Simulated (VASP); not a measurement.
Energy against volume of K (bcc). Method: SCAN meta-GGA, VASP's PBE PAW potentials (set 64) (plane waves; VASP). Run with 520 eV cut-off, 10×10×10 Γ-centred mesh, first-order Methfessel-Paxton smearing of 0.10 eV, potentials K_sv.

| V (Å³/atom) | E (eV/atom) |
|---|---|
| 70.211 | -8.32802 |
| 72.452 | -8.33104 |
| 74.693 | -8.33236 |
| 76.933 | -8.33221 |

**Question.** Fit these four points and predict the energy of the run at 79.174 Å³/atom.

**Answer.** A cubic in V^(−2/3), the third-order Birch-Murnaghan form, passes through the four points with V0 = 75.56 Å³/atom and B0 = 3 GPa, and gives -8.3308 eV/atom there. The run gave -8.3308 eV/atom, +0.0 meV/atom from the fit; all five points give B0 = 3 GPa.

The compound is K in the bcc structure. It was relaxed first.
